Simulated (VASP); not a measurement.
Method: optB86b-vdW, VASP's PBE PAW potentials (set 64) (plane waves; VASP).

VASP input:

**INCAR**
```
AGGAC = 0.0
ALGO = Normal
EDIFF = 1E-7
ENCUT = 520
GGA = MK
ICHARG = 11
ISMEAR = 0
LASPH = .True.
LCHARG = .False.
LMAXMIX = 4
LORBIT = 11
LREAL = .False.
LUSE_VDW = .True.
LWAVE = .False.
NELM = 100
PARAM1 = 0.1234
PARAM2 = 1.0
PREC = Accurate
SIGMA = 0.05
SYSTEM = MgI2
```

KPOINTS:
```
k-points along high-symmetry lines
10
Line-mode
Reciprocal
  0.000000   0.000000   0.000000 ! GAMMA
  0.500000   0.000000   0.000000 ! M

  0.500000   0.000000   0.000000 ! M
  0.333333   0.333333   0.000000 ! K

  0.333333   0.333333   0.000000 ! K
  0.000000   0.000000   0.000000 ! GAMMA

  0.000000   0.000000   0.000000 ! GAMMA
  0.000000   0.000000   0.500000 ! A

  0.000000   0.000000   0.500000 ! A
  0.500000   0.000000   0.500000 ! L

  0.500000   0.000000   0.500000 ! L
  0.333333   0.333333   0.500000 ! H

  0.333333   0.333333   0.500000 ! H
  0.000000   0.000000   0.500000 ! A

  0.500000   0.000000   0.500000 ! L
  0.500000   0.000000   0.000000 ! M

  0.333333   0.333333   0.500000 ! H
  0.333333   0.333333   0.000000 ! K
```

**POSCAR**
```
MgI2
1
    2.0799928570    -3.6026528790     0.0000000000
    2.0799928570     3.6026528790    -0.0000000000
   -0.0000000000     0.0000000000     6.8559071423
Mg I
1 2
Direct
  1.0000000000   1.0000000000   0.0000000000
  0.3333330000   0.6666670000   0.2441566905
  0.6666670000   0.3333330000   0.7558433095
```

POTCAR, in this order: Mg I (PBE.64 set). Program: vasp_std. Read from the step before: CHGCAR.

Output of the run:

### OSZICAR
```
       N       E                     dE             d eps       ncg     rms          rms(c)
DAV:   1     0.841404652741E+02    0.84140E+02   -0.58986E+03  2160   0.104E+03
DAV:   2     0.413096581930E+01   -0.80009E+02   -0.74047E+02  3068   0.151E+02
DAV:   3    -0.191847764085E+01   -0.60494E+01   -0.60174E+01  2712   0.486E+01
DAV:   4    -0.203380085033E+01   -0.11532E+00   -0.11528E+00  2792   0.834E+00
DAV:   5    -0.203601116944E+01   -0.22103E-02   -0.22103E-02  2680   0.115E+00
DAV:   6    -0.203611050751E+01   -0.99338E-04   -0.99338E-04  3016   0.205E-01
DAV:   7    -0.203611333082E+01   -0.28233E-05   -0.28233E-05  2680   0.273E-02
DAV:   8    -0.203611349452E+01   -0.16370E-06   -0.16370E-06  2276   0.546E-03
DAV:   9    -0.203611350243E+01   -0.79084E-08   -0.79104E-08  1988   0.127E-03
   1 F= -.20361135E+01 E0= -.20361135E+01  d E =-.496816E-13
```

File OUTCAR:
```
 val. band max:        2.2532277958   @ k =   0.0000   0.0000   0.0000

 cond. band min:       5.7425453191   @ k =   0.5000   0.0000   0.3333



 k-point     1 :       0.0000    0.0000    0.0000
  band No.  band energies     occupation
      1      -9.8413      2.00000
      2      -9.1370      2.00000
      3      -1.2973      2.00000
      4       1.7777      2.00000
      5       1.7777      2.00000
      6       2.1593      2.00000
      7       2.1593      2.00000
      8       2.2532      2.00000
      9       5.8883      0.00000
     10       7.0165      0.00000
     11       8.9404      0.00000
     12       8.9405      0.00000

 k-point     2 :       0.0556    0.0000    0.0000
  band No.  band energies     occupation
      1      -9.8252      2.00000
      2      -9.1285      2.00000
      3      -1.2741      2.00000
      4       1.6408      2.00000
      5       1.7332      2.00000
      6       2.0300      2.00000
      7       2.1586      2.00000
      8       2.2431      2.00000
      9       6.0414      0.00000
     10       7.1551      0.00000
     11       8.7403      0.00000
     12       8.9930      0.00000

 k-point     3 :       0.1111    0.0000    0.0000
  band No.  band energies     occupation
      1      -9.7777      2.00000
      2      -9.1041      2.00000
      3      -1.2062      2.00000
      4       1.2787      2.00000
      5       1.6195      2.00000
      6       1.7099      2.00000
      7       2.1446      2.00000
      8       2.2099      2.00000
      9       6.4075      0.00000
     10       7.4842      0.00000
     11       8.4191      0.00000
     12       9.1321      0.00000

 k-point     4 :       0.1667    0.0000    0.0000
  band No.  band energies     occupation
      1      -9.7021      2.00000
      2      -9.0672      2.00000
      3      -1.0997      2.00000
      4       0.7988      2.00000
      5       1.3066      2.00000
      6       1.4703      2.00000
      7       2.1049      2.00000
...
```

The density is held fixed in this step, so its total energy and stress have no physical meaning. Unless said otherwise, spin-orbit coupling is left out, though it shifts the bands of the heavy elements here.

The compound is MgI2 in the 1T layered structure. It was relaxed first.
